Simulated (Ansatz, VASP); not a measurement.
# Cross-check of Zn3InTe3P between VASP and Ansatz, part 2 of 2

Wanted: the spread between two codes on one cell, functional and k mesh. The cell is generated by rule, not measured, and may not be a known phase. The cell is taken from a series of runs on this material, whose earlier steps may have relaxed, scaled, displaced or heated it; both programs get it as it stands.

VASP 6.6.1 and Ansatz 0.2.0.

So far: Set-up; Ansatz: relaxation of cell and atoms, LDA.

**3. VASP: relaxation of cell and atoms, LDA**

Level of this step: LDA; plane waves and PAW (In_d, P, Te, Zn); invented cell (VASP).

The same cell, functional (in two slightly different forms), mesh and smearing now go to VASP, with its own data sets.

Lines of VASP's logs that name or quote its potential files are left out, and so is its time.

INCAR

```
SYSTEM = Zn3InTe3P
PREC = Accurate
ENCUT = 500
EDIFF = 1E-07
NELM = 120
ISMEAR = 0
SIGMA = 0.02
LREAL = .FALSE.
ALGO = Normal
GGA = CA
NBANDS = 44
LORBIT = 11
LWAVE = .FALSE.
LCHARG = .FALSE.
ISIF = 3
IBRION = 2
NSW = 80
EDIFFG = -0.005
LASPH = .TRUE.
GGA_COMPAT = .FALSE.
NELMIN = 4
EFERMI = MIDGAP
KPAR = 2
```

POSCAR

```
Zn3InTe3P
1.0
    2.9762600000      2.9762600000      0.0000000000
   -2.9660260000      2.9660260000      0.0000000000
    0.0000000000      0.0000000000     11.9395370000
In P Te Zn
1 1 3 3
Direct
    0.0000000000      0.0000000000      0.0301538493
    0.5000000000      0.0000000000      0.1434333676
    0.0000000000      0.5000000000      0.3662245027
    0.5000000000      0.0000000000      0.6193170640
    0.0000000000      0.5000000000      0.8720972178
    0.5000000000      0.5000000000      0.2348961270
    0.0000000000      0.0000000000      0.4899926186
    0.5000000000      0.5000000000      0.7438852110
```

KPOINTS

```
Automatic mesh
0
Gamma
6 6 2
0 0 0
```

PAW data sets: In_d, P, Te and Zn (LDA family, release 64).

Command:

```console
$ mpirun -np 2 vasp_std
```

Numbers of over 12 decimals in the logs are rounded to 6 here.

The log of the run:

```text
[banner, memory and clock lines left out]
running    2 mpi-ranks, on    1 nodes
 distrk:  each k-point on    1 cores,    2 groups
 distr:  one band on    1 cores,    1 groups

 POSCAR found type information on POSCAR InP TeZn
 POSCAR found :  4 types and       8 ions
 LDA part: xc-table for (Slater(with rela. corr.)+CA(PZ))
 , standard interpolation
 POSCAR, INCAR and KPOINTS ok, starting setup
 FFT: planning ... GRIDC
 FFT: planning ... GRID_SOFT
 FFT: planning ... GRID
 WAVECAR not read
 entering main loop
       N       E                     dE             d eps       ncg     rms          rms(c)
DAV:   1     0.539351577414E+03    0.53935E+03   -0.30180E+04  2816   0.175E+03
DAV:   2     0.351216104573E+02   -0.50423E+03   -0.49109E+03  2840   0.407E+02
DAV:   3    -0.269706780404E+02   -0.62092E+02   -0.60754E+02  3168   0.146E+02
DAV:   4    -0.300136880476E+02   -0.30430E+01   -0.30293E+01  3408   0.302E+01
DAV:   5    -0.301163269478E+02   -0.10264E+00   -0.10258E+00  4012   0.609E+00    0.108E+01
DAV:   6    -0.289295797330E+02    0.11867E+01   -0.32042E+00  4020   0.325E+01    0.772E+00
DAV:   7    -0.289157824340E+02    0.13797E-01   -0.22292E+00  3492   0.728E+00    0.261E+00
DAV:   8    -0.288843171815E+02    0.31465E-01   -0.13424E-01  3492   0.438E+00    0.989E-01
DAV:   9    -0.288829855689E+02    0.13316E-02   -0.45775E-02  3320   0.169E+00    0.369E-01
DAV:  10    -0.288828106393E+02    0.17493E-03   -0.28236E-03  3452   0.672E-01    0.207E-01
DAV:  11    -0.288828543551E+02   -0.43716E-04   -0.94821E-04  3584   0.314E-01    0.920E-02
DAV:  12    -0.288828563118E+02   -0.19567E-05   -0.16967E-04  3460   0.173E-01    0.340E-02
DAV:  13    -0.288828538100E+02    0.25017E-05   -0.54485E-05  3536   0.495E-02    0.228E-02
DAV:  14    -0.288828540396E+02   -0.22952E-06   -0.74740E-06  3488   0.239E-02    0.430E-03
DAV:  15    -0.288828540281E+02    0.11503E-07   -0.15350E-06  3376   0.113E-02    0.342E-03
DAV:  16    -0.288828540467E+02   -0.18676E-07   -0.16388E-07  1880   0.398E-03
   1 F= -.28882854E+02 E0= -.28882854E+02  d E =-.288829E+02
[...]
2 F= -.28883301E+02 E0= -.28883301E+02  d E =-.447028E-03
[...]
3 F= -.28883339E+02 E0= -.28883339E+02  d E =-.484595E-03
[...]
4 F= -.28883338E+02 E0= -.28883338E+02  d E =-.484327E-03
[...]
5 F= -.28883408E+02 E0= -.28883408E+02  d E =-.692288E-04
[...]
6 F= -.28883472E+02 E0= -.28883472E+02  d E =-.133619E-03
 curvature:  -1.63 expect dE=-0.163E-04 dE for cont linesearch -0.222E-08
 trial: gam= 0.14509 g(F)=  0.591E-05 g(S)=  0.407E-05 ort =-0.349E-06 (trialstep = 0.139E+01)
 search vector abs. value=  0.118E-04
 bond charge predicted
       N       E                     dE             d eps       ncg     rms          rms(c)
DAV:   1    -0.288835443720E+02   -0.72327E-04   -0.28754E-03  3456   0.419E-01    0.621E-02
DAV:   2    -0.288834936456E+02    0.50726E-04   -0.27584E-04  3480   0.227E-01    0.246E-02
DAV:   3    -0.288834824165E+02    0.11229E-04   -0.19816E-05  3936   0.416E-02    0.136E-02
DAV:   4    -0.288834789512E+02    0.34653E-05   -0.55156E-06  3468   0.166E-02    0.587E-03
DAV:   5    -0.288834787171E+02    0.23410E-06   -0.11290E-06  3504   0.112E-02    0.285E-03
DAV:   6    -0.288834787148E+02    0.23629E-08   -0.32418E-07  2268   0.797E-03
   7 F= -.28883479E+02 E0= -.28883479E+02  d E =-.672208E-05
 trial-energy change:   -0.000007  1 .order   -0.000007   -0.000014   -0.000001
 step:   1.4802(harm=  1.4573)  dis= 0.00047  next Energy=   -28.883479 (dE=-0.674E-05)
 reached required accuracy - stopping structural energy minimisation
```

OUTCAR, selected parts (step 3):

```text
ion  position               nearest neighbor table
   1  0.000  0.000  0.030-   2 2.50   2 2.50   5 2.82   5 2.82
   2  0.500  0.000  0.143-   6 2.36   6 2.36   1 2.50   1 2.50
   3  0.000  0.500  0.366-   7 2.57   7 2.57   6 2.62   6 2.62
   4  0.500  0.000  0.619-   8 2.57   8 2.57   7 2.61   7 2.61
   5  0.000  0.500  0.872-   8 2.60   8 2.60   1 2.82   1 2.82
   6  0.500  0.500  0.235-   2 2.36   2 2.36   3 2.62   3 2.62
   7  0.000  0.000  0.490-   3 2.57   3 2.57   4 2.61   4 2.61
   8  0.500  0.500  0.744-   4 2.57   4 2.57   5 2.60   5 2.60

  LATTYP: Found a simple orthorhombic cell.
 ALAT       =     4.1945941956
 B/A-ratio  =     1.0034504081
 C/A-ratio  =     2.8464105092

 Subroutine GETGRP returns: Found  4 space group operations
 (whereof  4 operations were pure point group operations)

The static configuration has the point symmetry C_2v.

 Found     32 irreducible k-points:

   k-points           NKPTS =     32   k-points in BZ     NKDIM =     32   number of bands    NBANDS=     44

   dimension x,y,z NGX =    32 NGY =   32 NGZ =   90
   dimension x,y,z NGXF=    64 NGYF=   64 NGZF=  180

   ENCUT  =  500.0 eV  36.75 Ry    6.06 a.u.   7.67  7.65 21.77*2*pi/ulx,y,z

   NELECT =      72.0000    total number of electrons

 k-points in reciprocal lattice and weights: Automatic mesh
   0.00000000  0.00000000  0.00000000       0.014
   0.16666667  0.00000000  0.00000000       0.028
   0.33333333  0.00000000  0.00000000       0.028
   0.50000000  0.00000000  0.00000000       0.014
   0.00000000  0.16666667  0.00000000       0.028
   0.16666667  0.16666667  0.00000000       0.056
   0.33333333  0.16666667  0.00000000       0.056
   0.50000000  0.16666667  0.00000000       0.028
   0.00000000  0.33333333  0.00000000       0.028
[...]
0.33333333  0.50000000  0.50000000       0.028
   0.50000000  0.50000000  0.50000000       0.014

 average (electrostatic) potential at core
       1 -96.6062       2 -85.0119       3 -90.5332       4 -90.8350       5 -91.1029
       6 -36.0613       7 -36.3228       8 -36.6105

 E-fermi :   4.4593

 k-point     1 :       0.0000    0.0000    0.0000
  band No.  band energies     occupation
    ...
     32       2.6078      2.00000
     33       2.6090      2.00000
     34       3.9075      2.00000
     35       3.9785      2.00000
     36       3.9952      2.00000
     37       4.9233      0.00000
     38       5.8835      0.00000
     39       6.0005      0.00000
     40       6.3867      0.00000
     41       6.5249      0.00000
    ...

 k-point     2 :       0.1667    0.0000    0.0000
  band No.  band energies     occupation
    ...
     32       2.5750      2.00000
     33       2.6071      2.00000
     34       2.7005      2.00000
     35       3.5040      2.00000
     36       3.9034      2.00000
     37       5.9632      0.00000
     38       6.1536      0.00000
     39       6.7450      0.00000
     40       6.8933      0.00000
     41       7.1186      0.00000
    ...

 k-point     3 :       0.3333    0.0000    0.0000
  band No.  band energies     occupation
    ...
     32       2.6658      2.00000
     33       2.8362      2.00000
     34       2.8872      2.00000
     35       2.9956      2.00000
     36       3.5805      2.00000
     37       5.8784      0.00000
     38       6.1695      0.00000
     39       6.6153      0.00000
     40       6.9554      0.00000
     41       8.2307      0.00000
    ...

  Total       -0.0073844     -0.0073844     -0.0069826     -0.0064335      0.0000000      0.0000000
  in kB       -0.0559403     -0.0559403     -0.0528969     -0.0487372      0.0000000      0.0000000
  external PRESSURE =      -0.0549258 kB  Pullay stress =       0.0000000 kB

  energy-cutoff  :      500.00
  volume of cell :      211.49
      direct lattice vectors                 reciprocal lattice vectors
     2.980643408  2.980643408  0.000000000     0.167749016  0.167749016  0.000000000
    -2.965508603  2.965508603  0.000000000    -0.168605142  0.168605142  0.000000000
     0.000000000  0.000000000 11.963572599     0.000000000  0.000000000  0.083587072

 POSITION                                       TOTAL-FORCE (eV/Angst)
 -----------------------------------------------------------------------------------
     -0.00000      0.00000      0.36123         0.000000     -0.000000     -0.000558
      1.49032      1.49032      1.71143         0.000000     -0.000000     -0.001270
     -1.48275      1.48275      4.37866        -0.000000      0.000000     -0.000926
      1.49032      1.49032      7.40732        -0.000000      0.000000      0.003640
     -1.48275      1.48275     10.43364         0.000000     -0.000000     -0.002279
      0.00757      2.97308      2.81187        -0.000000      0.000000     -0.002592
     -0.00000      0.00000      5.86478        -0.000000      0.000000      0.001104
      0.00757      2.97308      8.90358        -0.000000      0.000000      0.002881
 -----------------------------------------------------------------------------------
    total drift:                                0.000000     -0.000000     -0.004009

  FREE ENERGIE OF THE ION-ELECTRON SYSTEM (eV)
  ---------------------------------------------------
  free  energy   TOTEN  =       -28.8834787148 eV

  energy  without entropy=      -28.8834787148  energy(sigma->0) =      -28.88347871

 reached required accuracy - stopping structural energy minimisation

 total charge
# of ion       s       p       d       tot
------------------------------------------
    1        0.874   0.730   9.888  11.492
    2        1.036   1.474   0.000   2.509
    3        1.351   2.096   0.034   3.481
    4        1.351   2.094   0.035   3.479
    5        1.360   2.078   0.031   3.469
    6        0.581   0.499   9.757  10.836
    7        0.580   0.482   9.761  10.823
    8        0.581   0.481   9.762  10.823
--------------------------------------------------
tot          7.712   9.933  39.268  56.913

[... 3 further parts left out ...]
```

CONTCAR:

```
Zn3InTe3P
   1.00000000000000
     2.9806434079659443    2.9806434079659443    0.0000000000000000
    -2.9655086031337117    2.9655086031337117    0.0000000000000000
     0.0000000000000000    0.0000000000000000   11.9635725987709556
  In              P               Te              Zn
     1     1     3     3
Direct
     0.0000000000000000    0.0000000000000000    0.0301942775583503
     0.5000000000000000    0.0000000000000000    0.1430536133641545
     0.0000000000000000    0.5000000000000000    0.3659992801868260
     0.5000000000000000    0.0000000000000000    0.6191558394706697
     0.0000000000000000    0.5000000000000000    0.8721175261858751
     0.5000000000000000    0.5000000000000000    0.2350357936245192
     0.0000000000000000    0.0000000000000000    0.4902196843811261
     0.5000000000000000    0.5000000000000000    0.7442239432284686
```

The run keeps the 4 symmetry operations of its start, so it cannot find a distortion of lower symmetry.

**4. Side by side**

Known differences besides the potentials themselves: the two LDA forms differ slightly; the data sets hold 102 valence electrons in Ansatz (on its default PAW (the set named soft_2) files) and 72 in VASP; the cutoff is 420 eV in Ansatz and 500 eV in VASP; VASP's log shows a relativistic correction to its local exchange, Ansatz's none; Ansatz adds a Pulay correction to the stress that steers its cell, VASP none. Total energies have different zeros and are not compared.

Compared:

```
                                         quantity  Ansatz    VASP  difference
                                      volume (Å³)  210.79  211.50     -0.33 %
edge a after relaxation, in the typed setting (Å)   4.211   4.215     -0.10 %
edge b after relaxation, in the typed setting (Å)   4.188   4.194     -0.13 %
edge c after relaxation, in the typed setting (Å)  11.951  11.964     -0.11 %
```

**5. What came out**

| Quantity | Value |
| --- | --- |
| difference in volume (relaxation of cell and atoms, LDA) | -0.33 % |

**Reading.** The difference in volume is -0.33 % (relaxation of cell and atoms, LDA), within the 1.2 % picked in this series as the mark of a large difference, as far as the stopping tolerances let one tell. The data sets hold unlike numbers of valence electrons (102 in Ansatz and 72 in VASP), so part of the differences comes from the potentials. How closely two codes agree says nothing of how well the functional describes the real material.

[Lines on the potential files, build, host, timing and source positions are cut from VASP's logs without a mark.]

[Logs are printed without paths, hosts, clocks, repeated set-up lines and the standing remarks that a program may print on its own settings, such as how far it seeks lower states.]

[Hosts, paths, dates, database ids (printed as entryN), source tags and the programs' standing remarks are cut or masked in the printed files.]
